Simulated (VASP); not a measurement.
Energy against volume of HgTe (zinc blende). All values below come from HSE06 screened hybrid, VASP's PBE PAW potentials (set 64) (plane waves; VASP 6.6.1). Settings: 520 eV cut-off, 6×6×6 Γ-centred mesh, Gaussian smearing of 0.050 eV, potentials Hg Te.

```json
[
 {"V (Å³/atom)": "34.627", "E (eV/atom)": "-2.37594"},
 {"V (Å³/atom)": "35.732", "E (eV/atom)": "-2.37759"},
 {"V (Å³/atom)": "36.837", "E (eV/atom)": "-2.37096"},
 {"V (Å³/atom)": "37.942", "E (eV/atom)": "-2.35748"}
]
```

Task: Fit these four points and predict the energy of the run at 33.522 Å³/atom.

Result: A cubic in V^(−2/3), the third-order Birch-Murnaghan form, passes through the four points with V0 = 35.37 Å³/atom and B0 = 41 GPa, and gives -2.3643 eV/atom there. The run gave -2.3643 eV/atom, -0.0 meV/atom from the fit; all five points give B0 = 41 GPa.

The compound is HgTe in the zinc blende structure. It was relaxed first. The cell's shape comes from a PBE relaxation.
